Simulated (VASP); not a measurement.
Input:

```
CELL_PARAMETERS angstrom
      0.00000     3.42935     3.42935
      3.42935     0.00000     3.42935
      3.42935     3.42935     0.00000
ATOMIC_POSITIONS crystal
  Lu 0.00000 0.00000 0.00000
  Ge 0.25000 0.25000 0.25000
  Ge 0.75000 0.75000 0.75000
```

The numbers are results of PBE GGA, VASP's PBE PAW potentials (set 64) (plane waves; VASP), not measurements. Numerical set-up: 300 eV cut-off, 7×7×7 Γ-centred mesh, Gaussian smearing of 0.20 eV, potentials Lu_3 Ge_d.

At this cut-off the stress carries a Pulay error, which pulls relaxed volumes low.

### Question
Give the stress tensor in GPa (positive for a compressed cell).

### Answer

```
-5.31   0.00   0.00
 0.00  -5.31   0.00
 0.00   0.00  -5.31
```
The pressure is its mean diagonal, -5.31 GPa.

The structure was generated: LuGe2 was put into an ordered model structure, which need not be its known phase. The cell was not relaxed at this level. The electron count is odd and the run is not spin-polarised, which forces a metal.
